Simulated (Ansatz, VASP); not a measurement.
## Cross-check of NaCu between VASP and Ansatz

Aim: how closely do two programs agree when they are given the same cell, functional and k mesh? The cell is generated by rule, not measured, and may not be a known phase. The cell is taken from a series of VASP runs on this material, whose earlier steps may have relaxed, scaled or displaced it; both programs get it as it stands.

Main program and level: Ansatz 0.2.0; plane waves, with VASP 6.6.1 beside it; single point at PBE.

### 1. The structure

The structure is orthorhombic, space group Cmmm (No. 65). The conventional cell has a = 2.665 Å, b = 5.092 Å, c = 5.427 Å, α = 90.00°, β = 90.00°, γ = 90.00°. Nearest to Na lie 6 Na at 2.67 to 2.87 Å and 2 Cu at 2.71 Å. Nearest to Cu lie 6 Cu at 2.67 to 2.87 Å and 2 Na at 2.71 Å. Farther neighbours are not listed.

### 2. VASP: single point, PBE

With cell and atoms fixed, the geometry can't cause a difference; cores, projectors, grids and the points listed under the comparison can.

Lines of VASP's logs that name or quote its potential files are left out, and so is its time.

INCAR

```
SYSTEM = NaCu
PREC = Accurate
ENCUT = 400
EDIFF = 1E-06
NELM = 100
ISMEAR = -1
SIGMA = 0.05
LREAL = .FALSE.
ALGO = Normal
GGA = PE
LORBIT = 11
LWAVE = .FALSE.
LCHARG = .TRUE.
ISIF = 2
LELF = .TRUE.
LVHAR = .TRUE.
```

POSCAR

```
NaCu
1.0
    1.3326608669     -2.5458163449      0.0000000000
    1.3326608669      2.5458163449      0.0000000000
    0.0000000000      0.0000000000      5.4269017815
Na Cu
1 1
Direct
    0.5000000000      0.5000000000      0.5000000000
    0.5000000000      0.5000000000      0.0000000000
```

KPOINTS

```
Automatic mesh
0
Gamma
8 8 4
0 0 0
```

PAW data sets: Na_pv and Cu (PBE family, release 64).

On the command line:

```bash
$ mpirun -np 1 vasp_std
```

Numbers of over 12 decimals in the logs are rounded to 6 here.

What it wrote:

```text
[banner, memory and clock lines left out]
running    1 mpi-ranks, on    1 nodes
 distrk:  each k-point on    1 cores,    1 groups
 distr:  one band on    1 cores,    1 groups

 POSCAR found type information on POSCAR NaCu
 POSCAR found :  2 types and       2 ions
 LDA part: xc-table for (Slater+PW92), standard interpolation
 POSCAR, INCAR and KPOINTS ok, starting setup
 FFT: planning ... GRIDC
 FFT: planning ... GRID_SOFT
 FFT: planning ... GRID
 WAVECAR not read
 entering main loop
       N       E                     dE             d eps       ncg     rms          rms(c)
DAV:   1     0.103868224689E+03    0.10387E+03   -0.81756E+03  1646   0.161E+03
DAV:   2    -0.106755103225E+01   -0.10494E+03   -0.98684E+02  1643   0.308E+02
DAV:   3    -0.470626667344E+01   -0.36387E+01   -0.35058E+01  2038   0.780E+01
DAV:   4    -0.476099337791E+01   -0.54727E-01   -0.54713E-01  1913   0.911E+00
DAV:   5    -0.476279814640E+01   -0.18048E-02   -0.18047E-02  2278   0.168E+00    0.803E+00
DAV:   6    -0.525116453915E+01   -0.48837E+00   -0.12977E+01  1943   0.904E+01    0.687E+00
DAV:   7    -0.402680915514E+01    0.12244E+01   -0.36651E+00  2068   0.419E+01    0.112E+00
DAV:   8    -0.404578344808E+01   -0.18974E-01   -0.61758E-01  2229   0.168E+01    0.194E+00
DAV:   9    -0.398681607776E+01    0.58967E-01   -0.13404E-01  2033   0.890E+00    0.346E-01
DAV:  10    -0.398511578105E+01    0.17003E-02   -0.61773E-03  2569   0.125E+00    0.102E-01
DAV:  11    -0.398485603888E+01    0.25974E-03   -0.74645E-04  2183   0.602E-01    0.693E-03
DAV:  12    -0.398486174363E+01   -0.57048E-05   -0.35257E-05  1876   0.539E-02    0.633E-03
DAV:  13    -0.398486150579E+01    0.23784E-06   -0.10376E-06  1364   0.233E-02
   1 F= -.39848615E+01 E0= -.39810200E+01  d E =-.768296E-02
```

OUTCAR, selected parts (step 2):

```text
ion  position               nearest neighbor table
   1  0.500  0.500  0.500-   2 2.71   2 2.71
   2  0.500  0.500  0.000-   1 2.71   1 2.71

  LATTYP: Found a base centered orthorhombic cell.
 ALAT       =     2.6653217338
 B/A-ratio  =     1.9103257311
 C/A-ratio  =     2.0361150823

 Subroutine GETGRP returns: Found  8 space group operations
 (whereof  8 operations were pure point group operations)

The static configuration has the point symmetry D_2h.

 Found     63 irreducible k-points:

   k-points           NKPTS =     63   k-points in BZ     NKDIM =     63   number of bands    NBANDS=     13

   dimension x,y,z NGX =    20 NGY =   20 NGZ =   36
   dimension x,y,z NGXF=    40 NGYF=   40 NGZF=   72

   ENCUT  =  400.0 eV  29.40 Ry    5.42 a.u.   4.69  4.69  8.85*2*pi/ulx,y,z

   NELECT =      18.0000    total number of electrons

 k-points in reciprocal lattice and weights: Automatic mesh
   0.00000000  0.00000000  0.00000000       0.004
   0.12500000  0.00000000  0.00000000       0.016
   0.25000000  0.00000000  0.00000000       0.016
   0.37500000 -0.00000000  0.00000000       0.016
   0.50000000  0.00000000  0.00000000       0.008
   0.12500000  0.12500000  0.00000000       0.008
   0.25000000  0.12500000  0.00000000       0.016
   0.37500000  0.12500000  0.00000000       0.016
   0.50000000  0.12500000  0.00000000       0.016
[...]
-0.37500000  0.37500000  0.50000000       0.008
   0.50000000  0.50000000  0.50000000       0.004

 average (electrostatic) potential at core
       1 -47.6506       2 -67.4752

 E-fermi :   3.3805

 k-point     1 :       0.0000    0.0000    0.0000
  band No.  band energies     occupation
    ...
      6       0.8718      2.00000
      7       1.3104      2.00000
      8       1.4890      2.00000
      9       1.5547      2.00000
     10       2.6931      2.00000
     11       3.9080      0.00005
     12      17.4733      0.00000
     13      17.6241      0.00000

 k-point     2 :       0.1250    0.0000    0.0000
  band No.  band energies     occupation
    ...
      6       0.9444      2.00000
      7       1.2247      2.00000
      8       1.2674      2.00000
      9       1.4780      2.00000
     10       3.3540      1.25937
     11       4.2416      0.00000
     12      17.2735      0.00000
     13      17.4125      0.00000

 k-point     3 :       0.2500    0.0000    0.0000
  band No.  band energies     occupation
    ...
      5       0.7063      2.00000
      6       0.8442      2.00000
      7       0.9997      2.00000
      8       1.4184      2.00000
      9       1.4318      2.00000
     10       4.7878      0.00000
     11       5.2949      0.00000
     12      12.8150      0.00000
     13      15.8903      0.00000

  Total       -0.0103163     -0.0340312      0.0828615      0.0000000      0.0000000      0.0000000
  in kB       -0.4488541     -1.4806736      3.6052430      0.0000000      0.0000000      0.0000000
  external PRESSURE =       0.5585718 kB  Pullay stress =       0.0000000 kB

  energy-cutoff  :      400.00
  volume of cell :       36.82
      direct lattice vectors                 reciprocal lattice vectors
     1.332660867 -2.545816345  0.000000000     0.375189227 -0.196400656  0.000000000
     1.332660867  2.545816345  0.000000000     0.375189227  0.196400656  0.000000000
     0.000000000  0.000000000  5.426901781     0.000000000  0.000000000  0.184267201

 POSITION                                       TOTAL-FORCE (eV/Angst)
 -----------------------------------------------------------------------------------
      1.33266      0.00000      2.71345        -0.000000      0.000000      0.000000
      1.33266      0.00000      0.00000         0.000000      0.000000      0.000000
 -----------------------------------------------------------------------------------
    total drift:                               -0.000000     -0.000000     -0.000000

  FREE ENERGIE OF THE ION-ELECTRON SYSTEM (eV)
  ---------------------------------------------------
  free  energy   TOTEN  =        -3.9848615058 eV

  energy  without entropy=       -3.9771785425  energy(sigma->0) =       -3.98102002

 total charge
# of ion       s       p       d       tot
------------------------------------------
    1        0.140   5.995   0.000   6.135
    2        0.412   0.199   9.193   9.804
--------------------------------------------------
tot          0.552   6.194   9.193  15.939

[... 3 further parts left out ...]
```

The run ends at a pressure of 0.06 GPa.

### 3. Ansatz: single point, PBE

Ansatz runs on its default PAW (the set named soft_2) files.

The same cell, functional, mesh and smearing now go to Ansatz, which takes its cutoff from its data sets.

input.yaml

```yaml
crystal:
  lattice:
    - [1.3326608669, -2.5458163449, 0.0]
    - [1.3326608669, 2.5458163449, 0.0]
    - [0.0, 0.0, 5.4269017815]
  atoms:
    - { symbol: Na, position: [0.5, 0.5, 0.5] }
    - { symbol: Cu, position: [0.5, 0.5, 0.0] }
hamiltonian:
  xc: pbe
  pseudopotentials: { kind: paw }
kpoints:
  mp_grid: { grid: [8, 8, 4] }
scf:
  occupations: { method: fermi_dirac, width: 0.05 }
  n_extra_bands: 4
output:
  forces: true
  stress: true
  eigenvalues: true
```

On the command line:

```bash
$ ansatz run input.yaml --threads 2 --pin off --max-ram 4608MiB --backend cpu --events-out ev --progress --plain --runs-dir out
```

What it wrote:

```text
scf.n_extra_bands = 4 over 14 filled bands (N_el = 28.0): the run solves 18 bands
Engine: ansatz 0.2.0, aarch64-unknown-linux-gnu
Pseudopotentials: kind: paw
Pseudopotential: Na, paw, valence charge 9, recommended cutoff 420 eV (normal), Na.paw.azcp
Pseudopotential: Cu, paw, valence charge 19, recommended cutoff 420 eV (normal), Cu.paw.azcp
Functional definition: PBE
  parameter kappa = 0.804
  parameter beta = 0.066725
  exchange = pbe_x(kappa = kappa, mu = beta*pi^2/3)
  correlation = pbe_c(beta = beta)
Crystal: 2 atoms, lattice volume = 36.824 Å³
Basis set: ecut = 420 eV, 715 PW (Γ), exchange–correlation on 40×40×80 points (8 copies of the dense FFT grid, shifted against one another)
Bands: 18, of which v1, the nominal top of the filled ones, is band 14 counted from 1 (13 counted from 0)
Symmetry: 8 space group operations
Space group: Cmmm (ITA 65), of the structure as read, at distance tolerance 3.3e-5 Å
k-points: 63 of 256
Non-local potential: Na, projectors of the file, l = 0: 3, l = 1: 2, l = 2: 1
Non-local potential: Cu, projectors of the file, l = 0: 3, l = 1: 2, l = 2: 3, l = 3: 1
PAW form: soft (Blöchl's): semilocal exchange-correlation on the pseudo side does not see the compensation charge
PAW one-centre angular grid: Na, 110 points (default); XC on 64 Gauss nodes
PAW one-centre angular grid: Cu, 590 points (default); XC on 64 Gauss nodes
Initial density: superposition of atomic densities (neutral atoms: chi_scale 0, normalization atom), corrected by the library's trained network
Initial wavefunctions: pseudopotential atomic-orbital guess
Functional: x = pbe(κ = 0.804, μ = 0.219515), c = pbe(β = 0.066725)
SCF iter   1: F=—  HF=-8110.522600 eV  |F-HF|=—  |Δ(HF+E_count)|=         —  Δρ=3.46e-3  dr2=4.20e-3  ethr=1.77e-3  ⟨swp⟩=5.5  Hψ=4986  notcnv=0
preconditioner: auto → none  [metal: Δε(μ)=0.026 eV  Ē_g=15.583 eV  σ=0.050 eV  W_gap=0.13  n_scr=6 (ndim 8)  ℏωp=26.0 eV  f_vac=0.000  D(μ)=0.96/eV (n_scr^D=2)  sad-step TF]
SCF iter   2: F=—  HF=-8110.522147 eV  |F-HF|=—  |Δ(HF+E_count)|=   4.53e-4  Δρ=1.81e-3  dr2=2.37e-3  ethr=1.50e-5  ⟨swp⟩=2.1  Hψ=2135  notcnv=0
SCF iter   3: F=—  HF=-8110.521511 eV  |F-HF|=—  |Δ(HF+E_count)|=   6.36e-4  Δρ=6.67e-4  dr2=1.03e-4  ethr=8.46e-6  ⟨swp⟩=1.2  Hψ=1151  notcnv=0
SCF iter   4: F=—  HF=-8110.521496 eV  |F-HF|=—  |Δ(HF+E_count)|=   1.56e-5  Δρ=2.41e-4  dr2=1.46e-5  ethr=3.69e-7  ⟨swp⟩=2.1  Hψ=1648  notcnv=0
SCF iter   5: F=—  HF=-8110.521457 eV  |F-HF|=—  |Δ(HF+E_count)|=   3.87e-5  Δρ=4.25e-5  dr2=3.19e-7  ethr=5.22e-8  ⟨swp⟩=2.0  Hψ=1510  notcnv=0
SCF iter   6: F=-8110.521457 eV  HF=-8110.521457 eV  |F-HF|=4.07e-8  |Δ(HF+E_count)|=   3.69e-7  Δρ=1.66e-5  dr2=4.63e-8  ethr=3.57e-10  ⟨swp⟩=5.3  Hψ=4928  notcnv=0
SCF 1 converged in 6 iterations: F = -8110.521457 eV  dr2 = 4.63e-8
  greatest PAW one-centre occupation: 1.000 electrons in one spin orbital (limit 2), on the Cu atom at site 1 (counted from 0), in its partial waves of l = 0
SCF converged after 6 iterations
Free energy (F): -8110.521457 eV
Harris-Foulkes:  -8110.521457 eV  (|F-HF|=4.07e-8)
Internal energy: -8110.513756 eV  (E = F + TS)
E sigma→0 (E₀):  -8110.517606 eV
Entropy (-TS):   -0.007702 eV (-3.851 meV/atom)
Fermi energy:    7.733690 eV
--- Per-component energies (eV) ---
  E_band       = -710.968626
  E_kinetic    = 420.001855
  E_local      = -6702.687150  (includes V_loc(G=0)·N_el)
  E_nonlocal   = 510.328820
  E_hartree    = 2862.544884
  E_xc         = -126.720777
  E_vxc        = -163.160740  (∫ρ·V_xc dr)
  E_paw        = -1930.818772  (= ΣΔE_a)
  E_vpaw       = -500.551408  (= ΣTr[D̂ρ^β])
  E_aug_tail   = 0.000243  (compensation charges beyond the density's cutoff)
  E_ewald      = -3143.162859
  E_smearing   = -0.007702  (= −TS)
  E_closure    = -0.000000  (closes the sum)
  Σ components = -8110.521457   (vs F -8110.521457, Δ=0.00e0)
--- Forces (eV/Å), atoms counted from 1 ---
  atom   1  Na     0.00000000     0.00000000     0.00000000
  atom   2  Cu     0.00000000     0.00000000     0.00000000
  max |Σ_I F_I| component: 0.00e0 eV/Å
--- Stress (GPa, compression-positive) ---
        0.044021       0.000000       0.000000
        0.000000      -0.029839       0.000000
        0.000000       0.000000       0.577955
  P = ⅓ Tr σ = 0.1974 GPa (1.974 kbar)
--- Band table (eV; the first three rows and the last of 63) ---
  k-point 0: bands = [... 10 lower, 5.2520, 5.6898, 5.8757, 5.9413, 7.0381, 8.2749, 21.8096, 21.9768]
  k-point 1: bands = [... 10 lower, 5.2483, 5.6133, 5.6899, 5.8764, 5.9419, 10.4214, 17.7475, 24.0504]
  k-point 2: bands = [... 10 lower, 5.0279, 5.2607, 5.6900, 5.8770, 5.9424, 12.8967, 14.7388, 24.1442]
  k-point 62: bands = [... 10 lower, 5.4885, 5.8465, 6.2726, 7.9806, 9.4798, 10.2492, 10.2604, 17.6937]
```

Wall time 2.1 s (2 threads of Arm Neoverse N1, shared host); peak memory 0.32 GiB.

The run ends at a pressure of 0.20 GPa.

### 4. Differences

Known differences besides the potentials themselves: the data sets hold 28 valence electrons in Ansatz (default PAW (the set named soft_2) files) and 18 in VASP; the cutoff is 420 eV in Ansatz and 400 eV in VASP; VASP leaves aspherical gradient terms in its spheres out (LASPH is not set), Ansatz keeps them. Total energies have different zeros and are not compared.

Both answers:

```tsv
quantity	Ansatz	VASP	difference
pressure (GPa)	0.20	0.06	+0.14
```

Ansatz's pressure holds a Pulay correction of 0.03 GPa; VASP's holds none.

### 5. Outcome

| Property | Result |
| --- | --- |
| difference in pressure (single point, PBE) | 0.14 GPa |

In words: The difference in pressure is 0.14 GPa (single point, PBE), within the 1 GPa picked in this series as the mark of a large difference. Such differences can come from data sets, numerical settings and the points named under the comparisons, not from the functional's error against experiment.

[Lines on the potential files, build, host, timing and source positions are cut from VASP's logs without a mark.]

[Logs are printed without paths, hosts, clocks, repeated set-up lines and the standing remarks that a program may print on its own settings, such as how far it seeks lower states.]

[Hosts, paths, dates, database ids (printed as entryN), source tags and the programs' standing remarks are cut or masked in the printed files.]
